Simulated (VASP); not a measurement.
Output of a VASP run:

**OSZICAR**
```
       N       E                     dE             d eps       ncg     rms          rms(c)
DAV:   1     0.482509510216E+01    0.48251E+01   -0.31140E+03   384   0.752E+02
DAV:   2    -0.182289669764E+02   -0.23054E+02   -0.22497E+02   488   0.840E+01
DAV:   3    -0.191316177795E+02   -0.90265E+00   -0.90265E+00   552   0.244E+01
DAV:   4    -0.191331780514E+02   -0.15603E-02   -0.15603E-02   520   0.998E-01
DAV:   5    -0.191331874857E+02   -0.94344E-05   -0.94344E-05   536   0.601E-02    0.652E+00
DAV:   6    -0.181670021591E+02    0.96619E+00   -0.81644E-01   400   0.527E+00    0.331E+00
DAV:   7    -0.178383160374E+02    0.32869E+00   -0.10416E+00   416   0.641E+00    0.508E-01
DAV:   8    -0.178467887546E+02   -0.84727E-02   -0.18117E-02   480   0.104E+00    0.983E-02
DAV:   9    -0.178465848807E+02    0.20387E-03   -0.88830E-04   520   0.207E-01    0.179E-02
DAV:  10    -0.178466014404E+02   -0.16560E-04   -0.29251E-05   504   0.465E-02    0.103E-02
DAV:  11    -0.178466001921E+02    0.12483E-05   -0.72418E-06   504   0.135E-02    0.205E-03
DAV:  12    -0.178466001259E+02    0.66212E-07   -0.22088E-07   464   0.359E-03
   1 F= -.17846600E+02 E0= -.17846600E+02  d E =-.178466E+02
       N       E                     dE             d eps       ncg     rms          rms(c)
DAV:   1    -0.178474709369E+02   -0.87074E-03   -0.84898E-03   480   0.706E-01    0.383E-02
DAV:   2    -0.178474596748E+02    0.11262E-04   -0.60474E-05   400   0.676E-02    0.232E-02
DAV:   3    -0.178474533846E+02    0.62902E-05   -0.29418E-05   480   0.317E-02    0.233E-03
DAV:   4    -0.178474534933E+02   -0.10879E-06   -0.51454E-07   448   0.589E-03    0.123E-03
DAV:   5    -0.178474535332E+02   -0.39833E-07   -0.77187E-08   344   0.193E-03
   2 F= -.17847454E+02 E0= -.17847454E+02  d E =-.853407E-03
       N       E                     dE             d eps       ncg     rms          rms(c)
DAV:   1    -0.178486941013E+02   -0.12406E-02   -0.75844E-02   480   0.211E+00    0.115E-01
DAV:   2    -0.178485887008E+02    0.10540E-03   -0.54361E-04   400   0.203E-01    0.694E-02
DAV:   3    -0.178485289706E+02    0.59730E-04   -0.26761E-04   480   0.953E-02    0.702E-03
DAV:   4    -0.178485301492E+02   -0.11787E-05   -0.46104E-06   440   0.177E-02    0.390E-03
DAV:   5    -0.178485307459E+02   -0.59667E-06   -0.79200E-07   424   0.608E-03    0.370E-04
DAV:   6    -0.178485307628E+02   -0.16905E-07   -0.15596E-08   200   0.969E-04
   3 F= -.17848531E+02 E0= -.17848531E+02  d E =-.193064E-02
```

OUTCAR:
```
------------------------ aborting loop because EDIFF is reached ----------------------------------------
  FORCE on cell =-STRESS in cart. coord.  units (eV):
  Direction    XX          YY          ZZ          XY          YZ          ZX
  --------------------------------------------------------------------------------------
  Total       -1.1156323     -1.1156323     -1.1128951     -0.0000000      0.0000000      0.0000000
  in kB      -27.6158337    -27.6158337    -27.5480788     -0.0000000      0.0000000      0.0000000
  external PRESSURE =     -27.5932487 kB  Pullay stress =       0.0000000 kB
  volume of cell :       64.73
      direct lattice vectors                 reciprocal lattice vectors
     4.614559042  0.000000000  0.000000000     0.216705430  0.000000000  0.000000000
    -0.000000000  4.614559042  0.000000000     0.000000000  0.216705430  0.000000000
     0.000000000  0.000000000  3.039576664     0.000000000  0.000000000  0.328993182
 POSITION                                       TOTAL-FORCE (eV/Angst)
 -----------------------------------------------------------------------------------
      0.00000      0.00000      0.00000        -0.000000      0.000000      0.000000
      2.30728      2.30728      1.51979        -0.000000      0.000000      0.000000
      1.40734      1.40734      0.00000        -0.001145     -0.001145      0.000000
      3.71462      0.89994      1.51979        -0.001145      0.001145     -0.000000
      0.89994      3.71462      1.51979         0.001145     -0.001145      0.000000
      3.20722      3.20722      0.00000         0.001145      0.001145     -0.000000
 -----------------------------------------------------------------------------------
    total drift:                                0.000000     -0.000000      0.000000
  FREE ENERGIE OF THE ION-ELECTRON SYSTEM (eV)
  ---------------------------------------------------
  free  energy   TOTEN  =       -17.8485307628 eV

  energy  without entropy=      -17.8485307628  energy(sigma->0) =      -17.84853076

 reached required accuracy - stopping structural energy minimisation
```
(Selected blocks of OUTCAR.)

File POSCAR:
```
MgH2
1
    4.5948661649     0.0000000000     0.0000000000
    0.0000000000     4.5948661649     0.0000000000
    0.0000000000     0.0000000000     3.0656867969
Mg H
2 4
Direct
  0.0000000000   0.0000000000   0.0000000000
  0.5000000000   0.5000000000   0.5000000000
  0.3042467021   0.3042467021   1.0000000000
  0.8042467021   0.1957532979   0.5000000000
  0.1957532979   0.8042467021   0.5000000000
  0.6957532979   0.6957532979   0.0000000000
```

Q: Write an INCAR and KPOINTS that could have produced this output.

A: One answer among several that fit: the input of the run itself, PW91 GGA, plane waves, VASP's PBE PAW potentials (set 64).

INCAR:
```
# general
SYSTEM  =  MgH2
PREC    =  Accurate
ENCUT   =  520
LREAL   =  .False.
LASPH   =  .True.

# electronic loop
EDIFF   =  1E-7
NELM    =  100   # most electronic steps
ALGO    =  Normal

# smearing
ISMEAR  =  0
SIGMA   =  0.05   # width (eV)

# functional
GGA     =  91

# ions
IBRION  =  2
NSW     =  30   # most ionic steps
ISIF    =  4   # ions and shape, fixed volume
EDIFFG  =  -0.01   # ionic stop

# output
LWAVE   =  .False.
LCHARG  =  .False.
```

File KPOINTS:
```
Regular mesh
0
Gamma
 5 5 7
0 0 0
```

POTCAR, in this order: Mg H (PBE.64 set). Program: vasp_std.

The compound is MgH2 in the rutile structure. This cell is one point of a volume scan, at 1.06 of the reference volume. Symmetry was kept, so distortions that lower it aren't found.
